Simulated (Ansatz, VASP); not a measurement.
**Cross-check of Zn (Zinc) between VASP and Ansatz**

One calculation is typed for both programs; each brings its own data sets. How far apart do they land? The structure shown comes from an earlier run, which isn't shown and may have moved the atoms alone.

Main program and level: Ansatz 0.2.0; plane waves, with VASP 6.6.1 beside it; PBE.

**1. The starting structure**

It takes space group P6_3/mmc (No. 194, hexagonal). The conventional cell has a = 2.641 Å, b = 2.641 Å, c = 5.069 Å, α = 90.00°, β = 90.00°, γ = 120.00°. Nearest to Zn lie 12 Zn at 2.64 to 2.96 Å.

Structure file:

```cif
data_structure
_symmetry_space_group_name_H-M 'P 1'
_symmetry_Int_Tables_number 1
_cell_length_a 2.6410
_cell_length_b 2.6410
_cell_length_c 5.0692
_cell_angle_alpha 90.000
_cell_angle_beta 90.000
_cell_angle_gamma 120.000
_cell_volume 30.62
loop_
_atom_site_label
_atom_site_type_symbol
_atom_site_fract_x
_atom_site_fract_y
_atom_site_fract_z
_atom_site_occupancy
Zn1 Zn 0.33333 0.66667 0.25000 1
Zn2 Zn 0.66667 0.33333 0.75000 1
```

**2. Ansatz: elastic constants, PBE**

Ansatz runs on its PAW soft_1 files.

Elastic constants are differences of stresses under small strains, so they test the stress and the mesh.

Contents of input.yaml:

```yaml
crystal:
  lattice:
    - [2.6410215838, 0.0, 0.0]
    - [-1.3205107919, 2.2871917835, 0.0]
    - [0.0, 0.0, 5.0691898144]
  atoms:
    - { symbol: Zn, position: [0.3333333333, 0.6666666667, 0.25] }
    - { symbol: Zn, position: [0.6666666667, 0.3333333333, 0.75] }
kpoints:
  mp_grid: { grid: [24, 24, 10] }
hamiltonian:
  xc: pbe
  pseudopotentials: { kind: paw, azcp: { folder: soft_1 } }
scf:
  occupations: { method: fermi_dirac, width: 0.15 }
output:
  forces: true
  stress: true
  eigenvalues: true
elastic:
  mode: relaxed_ion
  amplitude: 0.01
```

Started as:

```bash
$ ansatz run input.yaml --threads 4 --pin off --max-ram 8192MiB --backend cpu --events-out ev --progress --plain --runs-dir out
```

Numbers of over 12 decimals in the logs are rounded to 6 here.

Log:

```text
band count auto-derived: 17 (N_el = 24.0; filled up to band 12; 16 by the electrons, moments and atoms)
Engine: ansatz 0.2.0, x86_64-unknown-linux-gnu
Pseudopotentials: kind: paw
Pseudopotential: Zn, paw, valence charge 12, recommended cutoff 420 eV (normal), soft_1/Zn.paw.azcp
Functional definition: PBE
  parameter kappa = 0.804
  parameter beta = 0.066725
  exchange = pbe_x(kappa = kappa, mu = beta*pi^2/3)
  correlation = pbe_c(beta = beta)
Crystal: 2 atoms, lattice volume = 30.621 Å³
Basis set: ecut = 420 eV, 623 PW (Γ), exchange–correlation on 40×40×72 points (8 copies of the dense FFT grid, shifted against one another)
Bands: 17, of which v1, the nominal top of the filled ones, is band 12 counted from 1 (11 counted from 0)
Symmetry: 24 space group operations
Space group: P63/mmc (ITA 194), of the structure as read, at distance tolerance 3.1e-5 Å
k-points: 366 of 5760
Non-local potential: Zn, projectors of the file, l = 0: 2, l = 1: 2, l = 2: 3, l = 3: 1
PAW form: soft (Blöchl's): semilocal exchange-correlation on the pseudo side does not see the compensation charge
PAW one-centre angular grid: Zn, 590 points (default); XC on 64 Gauss nodes
Initial density: superposition of atomic densities (chi_scale 0.1, normalization cell)
Initial wavefunctions: pseudopotential atomic-orbital guess
Functional: x = pbe(κ = 0.804, μ = 0.219515), c = pbe(β = 0.066725)
SCF iter   1: F=—  HF=-6638.289134 eV  |F-HF|=—  |Δ(HF+E_count)|=         —  Δρ=5.55e-2  dr2=7.54e-1  ethr=3.10e-3  ⟨swp⟩=5.9  Hψ=36226  notcnv=0
preconditioner: auto → none  [metal: Δε(μ)=0.020 eV  Ē_g=13.385 eV  σ=0.150 eV  W_gap=0.03  n_scr=4 (ndim 8)  ℏωp=32.9 eV  f_vac=0.000  D(μ)=0.38/eV (n_scr^D=2)  sad-step TF]
SCF iter   2: F=—  HF=-6638.112745 eV  |F-HF|=—  |Δ(HF+E_count)|=   1.76e-1  Δρ=2.22e-2  dr2=7.94e-2  ethr=3.10e-3  ⟨swp⟩=2.1  Hψ=14681  notcnv=0  defer=47
SCF iter   3: F=—  HF=-6638.079615 eV  |F-HF|=—  |Δ(HF+E_count)|=   3.31e-2  Δρ=1.00e-2  dr2=2.26e-2  ethr=3.31e-4  ⟨swp⟩=2.0  Hψ=13888  notcnv=0  defer=47
SCF iter   4: F=—  HF=-6638.079975 eV  |F-HF|=—  |Δ(HF+E_count)|=   3.60e-4  Δρ=4.93e-3  dr2=2.38e-3  ethr=9.41e-5  ⟨swp⟩=2.6  Hψ=10533  notcnv=0  defer=47
SCF iter   5: F=—  HF=-6638.080770 eV  |F-HF|=—  |Δ(HF+E_count)|=   7.95e-4  Δρ=8.89e-4  dr2=9.92e-5  ethr=9.90e-6  ⟨swp⟩=2.0  Hψ=10032  notcnv=0  defer=47
SCF iter   6: F=—  HF=-6638.080788 eV  |F-HF|=—  |Δ(HF+E_count)|=   1.78e-5  Δρ=1.29e-4  dr2=2.03e-6  ethr=4.14e-7  ⟨swp⟩=2.0  Hψ=10478  notcnv=0  defer=47
SCF iter   7: F=—  HF=-6638.080788 eV  |F-HF|=—  |Δ(HF+E_count)|=   5.19e-7  Δρ=7.87e-6  dr2=8.49e-9  ethr=8.46e-9  ⟨swp⟩=2.0  Hψ=10400  notcnv=0  defer=47
SCF iter   8: F=—  HF=-6638.080788 eV  |F-HF|=—  |Δ(HF+E_count)|=   1.34e-9  Δρ=3.16e-7  dr2=1.39e-11  ethr=3.54e-11  ⟨swp⟩=2.0  Hψ=10674  notcnv=0  defer=47
SCF iter   9: F=-6638.080788 eV  HF=-6638.080788 eV  |F-HF|=1.82e-12  |Δ(HF+E_count)|=  1.82e-12  Δρ=8.17e-9  dr2=1.12e-14  ethr=1.00e-12  ⟨swp⟩=5.0  Hψ=33438  notcnv=0
SCF 1 converged in 9 iterations: F = -6638.080788 eV  dr2 = 1.12e-14
  greatest PAW one-centre occupation: 0.981 electrons in one spin orbital (limit 2), on the Zn atom at site 1 (counted from 0), in its partial waves of l = 2
Crystal: 2 atoms, lattice volume = 30.008 Å³
Symmetry: 8 space group operations
k-points: 942 of 5760
Initial density: handed on by an earlier stage of this run
Initial wavefunctions: pseudopotential atomic-orbital guess (no wavefunctions were taken with the density)
iter 1 solved again at ethr=2.94e-3 eV; its pass at ethr=3.10e-3 eV (dr2=7.06e-1 eV) is discarded
SCF iter   1: F=—  HF=-6638.280357 eV  |F-HF|=—  |Δ(HF+E_count)|=         —  Δρ=8.30e-2  dr2=7.21e-1  ethr=2.94e-3  ⟨swp⟩=1.0  Hψ=117165  notcnv=0
preconditioner: auto → none  [metal: Δε(μ)=0.017 eV  Ē_g=13.599 eV  σ=0.150 eV  W_gap=0.03  n_scr=4 (ndim 8)  ℏωp=33.2 eV  f_vac=0.000  D(μ)=0.37/eV (n_scr^D=2)]
SCF iter   2: F=—  HF=-6638.147082 eV  |F-HF|=—  |Δ(HF+E_count)|=   1.33e-1  Δρ=3.24e-2  dr2=1.65e-1  ethr=2.94e-3  ⟨swp⟩=2.2  Hψ=32161  notcnv=0
SCF iter   3: F=—  HF=-6638.070534 eV  |F-HF|=—  |Δ(HF+E_count)|=   7.65e-2  Δρ=1.60e-2  dr2=1.43e-2  ethr=6.88e-4  ⟨swp⟩=2.0  Hψ=39069  notcnv=0  defer=125
SCF iter   4: F=—  HF=-6638.072575 eV  |F-HF|=—  |Δ(HF+E_count)|=   2.04e-3  Δρ=2.56e-3  dr2=7.67e-4  ethr=5.96e-5  ⟨swp⟩=2.0  Hψ=27531  notcnv=0  defer=125
SCF iter   5: F=—  HF=-6638.073567 eV  |F-HF|=—  |Δ(HF+E_count)|=   9.92e-4  Δρ=7.91e-4  dr2=1.13e-4  ethr=3.20e-6  ⟨swp⟩=2.1  Hψ=26711  notcnv=0  defer=125
SCF iter   6: F=—  HF=-6638.073557 eV  |F-HF|=—  |Δ(HF+E_count)|=   1.05e-5  Δρ=6.72e-5  dr2=7.51e-7  ethr=4.72e-7  ⟨swp⟩=2.7  Hψ=28292  notcnv=0  defer=125
SCF iter   7: F=—  HF=-6638.073559 eV  |F-HF|=—  |Δ(HF+E_count)|=   2.80e-6  Δρ=1.34e-6  dr2=4.25e-10  ethr=3.13e-9  ⟨swp⟩=2.0  Hψ=25878  notcnv=0  defer=125
[...]
SCF iter   6: F=—  HF=-6638.079633 eV  |F-HF|=—  |Δ(HF+E_count)|=  3.64e-12  Δρ=8.51e-8  dr2=1.52e-12  ethr=1.67e-14 (applied; sched 1.00e-12)  ⟨swp⟩=2.0  Hψ=44223  notcnv=0  defer=157
SCF iter   7: F=-6638.079633 eV  HF=-6638.079633 eV  |F-HF|=1.82e-12  |Δ(HF+E_count)|=    0.00e0  Δρ=2.58e-8  dr2=6.02e-14  ethr=1.00e-12  ⟨swp⟩=3.3  Hψ=111585  notcnv=0
[...]
SCF iter   3: F=—  HF=-6638.079633 eV  |F-HF|=—  |Δ(HF+E_count)|=  1.82e-12  Δρ=8.78e-8  dr2=4.84e-13  ethr=8.03e-15 (applied; sched 1.00e-12)  ⟨swp⟩=2.0  Hψ=42151  notcnv=0
SCF iter   4: F=—  HF=-6638.079633 eV  |F-HF|=—  |Δ(HF+E_count)|=  1.82e-12  Δρ=6.67e-8  dr2=2.58e-13  ethr=2.02e-15 (applied; sched 1.00e-12)  ⟨swp⟩=1.0  Hψ=25738  notcnv=0
SCF iter   5: F=-6638.079633 eV  HF=-6638.079633 eV  |F-HF|=1.82e-12  |Δ(HF+E_count)|=    0.00e0  Δρ=3.00e-8  dr2=5.15e-14  ethr=1.00e-12  ⟨swp⟩=2.4  Hψ=94713  notcnv=0
SCF 36 converged in 5 iterations: F = -6638.079633 eV  dr2 = 5.15e-14
SCF converged after 9 iterations
Free energy (F): -6638.080788 eV
Harris-Foulkes:  -6638.080788 eV  (|F-HF|=1.82e-12)
Internal energy: -6638.050219 eV  (E = F + TS)
E sigma→0 (E₀):  -6638.065503 eV
Entropy (-TS):   -0.030569 eV (-15.285 meV/atom)
Fermi energy:    10.856362 eV
--- Per-component energies (eV) ---
  E_band       = 93.814088
  E_kinetic    = 294.445905
  E_local      = -3534.092235  (includes V_loc(G=0)·N_el)
  E_nonlocal   = 1633.802041
  E_hartree    = 1317.999416
  E_xc         = -157.239821
  E_vxc        = -102.578130  (∫ρ·V_xc dr)
  E_paw        = -3791.576846  (= ΣΔE_a)
  E_vpaw       = -833.761767  (= ΣTr[D̂ρ^β])
  E_aug_tail   = -0.000562  (compensation charges beyond the density's cutoff)
  E_ewald      = -2401.388116
  E_smearing   = -0.030569  (= −TS)
  E_closure    = -0.000000  (closes the sum)
  Σ components = -6638.080788   (vs F -6638.080788, Δ=0.00e0)
--- Forces (eV/Å), atoms counted from 1 ---
  atom   1  Zn     0.00000000     0.00000000     0.00000000
  atom   2  Zn     0.00000000    -0.00000000     0.00000000
  max |Σ_I F_I| component: 5.55e-17 eV/Å
--- Stress (GPa, compression-positive) ---
       -0.004112       0.000000       0.000000
        0.000000      -0.004112       0.000000
        0.000000       0.000000      -0.007040
  P = ⅓ Tr σ = -0.0051 GPa (-0.051 kbar)
--- Band table (eV; the first three rows and the last of 366) ---
  k-point 0: bands = [... 8 lower, 3.6489, 3.8229, 3.8229, 7.1510, 7.4864, 23.2860, 27.0191, 28.8481, ... 1 higher]
  k-point 1: bands = [... 8 lower, 3.6545, 3.8197, 3.8197, 6.1556, 8.6090, 22.2676, 28.1011, 28.9050, ... 1 higher]
  k-point 2: bands = [... 8 lower, 3.6702, 3.8102, 3.8102, 5.1506, 10.0005, 20.4411, 29.0729, 29.0729, ... 1 higher]
  k-point 365: bands = [... 8 lower, 3.7982, 3.7982, 12.0051, 12.0051, 12.7855, 12.7855, 13.1977, 13.1977, ... 1 higher]
--- Elastic constants: 3 strain directions × 4 members + reference (group order 24) ---
  dense FFT box of the reference and of every strained cell: 20×20×36
  strains applied: 11, 33, 23; error gains: componentwise 1.00 (the most a stress slope's error grows in a printed constant), spectral 1.41 (1 for all six strains in a standard setting)
  C = ∂σ_k/∂η_j (tension-positive GPa; Voigt order 11 22 33 23 13 12):
       173.852     40.523     40.619      0.000      0.000      0.000
        40.523    173.852     40.619      0.000      0.000      0.000
        40.656     40.656     66.206      0.000      0.000      0.000
         0.000      0.000      0.000     30.606     -0.000      0.000
         0.000      0.000      0.000     -0.000     30.606      0.000
        -0.000      0.000     -0.000      0.000      0.000     66.665
  reference stress σ⁰ (GPa):      0.004      0.004      0.007     -0.000     -0.000     -0.000
  C* (energy form; C + prestress term) asymmetry max|C*_kj − C*_jk| = 4.038e-2 GPa — a small one proves nothing (zero by symmetry where the batch's group is 432, −43m or m−3m); a large one is finite-difference/SCF noise where every solve meets its electron count
  moduli (Voigt/Reuss/Hill, GPa): K = 73.06/59.11/66.08   G = 45.05/36.87/40.96   E = 101.84   ν = 0.243
  mechanically stable: yes (min eigenvalue of sym C = 30.61 GPa)
  strain η (Voigt 11):  stress-route row diagonal C_11 = 173.85 GPa, energy-path curvature d²(F+E_count+ΔE)/dδ²/Ω₀ = 173.90 GPa
    cells at ±δ against ±2δ: C11 173.31 and 171.69 GPa, apart by 0.93 % of the column's largest entry
         δ    σ_11 (GPa)             F (eV)   n_scf  n_hpsi   n_pw
    -2.000e-2      -3.9180       -6638.0735709       6  292594    623   relax 3 steps, max|allowed force component| 8.68e-6 eV/Å
    -1.000e-2      -1.8517       -6638.0790572       6  292634    627   relax 2 steps, max|allowed force component| 5.22e-6 eV/Å
     1.000e-2       1.6146       -6638.0792005       5  249926    635   relax 3 steps, max|allowed force component| 3.55e-7 eV/Å
     2.000e-2       2.9497       -6638.0747953       5  250867    639   relax 3 steps, max|allowed force component| 1.50e-6 eV/Å
  strain η (Voigt 33):  stress-route row diagonal C_33 = 66.21 GPa, energy-path curvature d²(F+E_count+ΔE)/dδ²/Ω₀ = 66.25 GPa
    cells at ±δ against ±2δ: C33 65.91 and 65.02 GPa, apart by 1.34 % of the column's largest entry
         δ    σ_33 (GPa)             F (eV)   n_scf  n_hpsi   n_pw
    -2.000e-2      -1.3801       -6638.0781873       7  132446    609   relax 0 steps, max|allowed force component| 2.36e-16 eV/Å
    -1.000e-2      -0.6746       -6638.0801520       5  115719    623   relax 0 steps, max|allowed force component| 1.76e-16 eV/Å
     1.000e-2       0.6435       -6638.0801579       6  125179    631   relax 0 steps, max|allowed force component| 1.62e-16 eV/Å
     2.000e-2       1.2207       -6638.0783691       7  121714    635   relax 0 steps, max|allowed force component| 1.48e-16 eV/Å
  strain η (Voigt 23):  stress-route row diagonal C_44 = 30.61 GPa, energy-path curvature d²(F+E_count+ΔE)/dδ²/Ω₀ = 30.62 GPa
    cells at ±δ against ±2δ: C44 30.41 and 29.83 GPa, apart by 1.90 % of the column's largest entry
         δ    σ_23 (GPa)             F (eV)   n_scf  n_hpsi   n_pw
    -2.000e-2      -0.5966       -6638.0796327       5  402262    628   relax 3 steps, max|allowed force component| 4.32e-5 eV/Å
    -1.000e-2      -0.3041       -6638.0804950       5  402418    626   relax 2 steps, max|allowed force component| 2.32e-5 eV/Å
     1.000e-2       0.3041       -6638.0804950       6  470207    626   relax 3 steps, max|allowed force component| 3.47e-5 eV/Å
     2.000e-2       0.5966       -6638.0796327       5  401795    628   relax 4 steps, max|allowed force component| 1.26e-7 eV/Å
```

[end of part 1 of 2]

[Lines on the potential files, build, host, timing and source positions are cut from VASP's logs without a mark.]

[Logs are printed without paths, hosts, clocks, repeated set-up lines and the standing remarks that a program may print on its own settings, such as how far it seeks lower states.]

[Hosts, paths, dates, database ids (printed as entryN), source tags and the programs' standing remarks are cut or masked in the printed files.]
